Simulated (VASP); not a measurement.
Given:

```
CELL_PARAMETERS angstrom
      0.00000     2.05999     2.05999
      2.05999     0.00000     2.05999
      2.05999     2.05999     0.00000
ATOMIC_POSITIONS crystal
  V  0.00000 0.00000 0.00000
  N  0.50000 0.50000 0.50000
```

All values below come from PBE GGA, VASP's PBE PAW potentials (set 64) (plane waves; VASP). Settings: 520 eV cut-off, 17×17×17 Γ-centred mesh, tetrahedra with Blöchl corrections, potentials V_sv N.

### Question
What does the run give for the energy per atom (σ→0), band gap (on the k-mesh) with the smallest direct gap where there is one?

### Answer

```
Item                                                        Result
------------------------  ----------------------------------------
band gap (on the k-mesh)  none (metal, semimetal or under 0.01 eV)
energy per atom (σ→0)                               -9.651 eV/atom
```

The absolute energy has meaning only against runs of the same code, potentials and settings.

The structure was generated: VN was put into the rock salt type (Fm-3m), which need not be its known phase. It was relaxed first, which changed the volume by -38 %. The run is not spin-polarised, so no magnetic state was tried. VASP warned that the highest band is occupied, so more bands are needed.
